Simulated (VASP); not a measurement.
VASP runs on HfB₂ (space group P6/mmm) share one base input (PBE GGA, plane waves, VASP's PBE PAW potentials (set 64)) and change the settings named in each case.

### INCAR
```
ALGO=Normal
EDIFF=1E-6
ENCUT=400
GGA=PE
ISIF=2
ISMEAR=0
LASPH=.TRUE.
LCHARG=.FALSE.
LMAXMIX=6
LREAL=.FALSE.
LWAVE=.FALSE.
NELM=100
PREC=Accurate
SIGMA=0.1
SYSTEM=HfB2
```

KPOINTS:
```
Automatic mesh
0
Gamma
10 10 8
0 0 0
```

POSCAR:
```
HfB2
1
    1.5952770000    -2.7631010000     0.0000000000
    1.5952770000     2.7631010000     0.0000000000
    0.0000000000     0.0000000000     3.5360280000
Hf B
1 2
Direct
  0.0000000000   0.0000000000   0.0000000000
  0.3333330000   0.6666670000   0.5000000000
  0.6666670000   0.3333330000   0.5000000000
```

POTCAR, in this order: Hf_pv B (PBE.64 set). Program: vasp_std.

```csv
change,E(σ→0) (eV/atom),pressure (GPa),−TS (eV)
base run,-8.7843,-10.26,-0.0018
GGA = PS,-9.2543,-15.28,-0.0018
"GGA_COMPAT = .FALSE., LNONCOLLINEAR = .TRUE., LSORBIT = .TRUE., MAGMOM = 0.0 0.0 0.0 0.0 0.0 0.0 0.0 0.0 0.0, program vasp_ncl",-9.0050,-10.28,-0.0017
KPOINTS 4×4×3 Γ-centred mesh,-8.7681,-10.12,-0.0064
```
 Energies of different potentials or functionals have different zeros.  Unless said otherwise, spin-orbit coupling is left out, though it shifts the bands of the heavy elements here. At 400 eV the pressure can carry a Pulay error.

Left out are runs that ran out of time, are held back, or changed the cell or the kind of run, fixed moments of cells without a moment, rows past the twelfth, gaps on odd meshes, pressures of charged cells and columns that move by less than the noise.

The structure is a typed HfB2 crystal (P6/mmm). The cell was not relaxed at this level, its lattice was scaled by up to 2.5 %.
